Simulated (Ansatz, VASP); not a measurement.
# BeAl3 in VASP and in Ansatz

```
Al Be
1.0
    -1.91594    1.91594    3.79983
     1.91594   -1.91594    3.79983
     1.91594    1.91594   -3.79983
Al Be
3 1
Direct
  0.50000 0.50000 0.00000
  0.25000 0.75000 0.50000
  0.75000 0.25000 0.50000
  0.00000 0.00000 0.00000
```

Change from the starting cell: volume scaled by 0.96.

Alike in both runs: task single point; functional PBE; k mesh 10 × 10 × 10; occupations fermi-dirac, width 0.05 eV; no spin polarisation.

|  | VASP | Ansatz |
| --- | --- | --- |
| version | VASP 6.6.1 | Ansatz 0.2.0 |
| potentials or method | VASP PAW PBE potentials, release 64 (Al, Be) | Ansatz PAW |
| plane-wave cutoff (eV) | 520 | 420 |
| valence electrons in the cell | 11 | 11 |

VASP gave:

```
gap on the k mesh at the Fermi level (eV)       : none
pressure (GPa)                                  : 4.7
largest component of the traceless stress (GPa) : 0.65
```

Problem. What did Ansatz give for the same quantities?

Solution. gap on the k mesh at the Fermi level (eV): none; pressure (GPa): 4.7; largest component of the traceless stress (GPa): 0.66.

A gap of «none» marks a metal or a gap that the smearing closes.
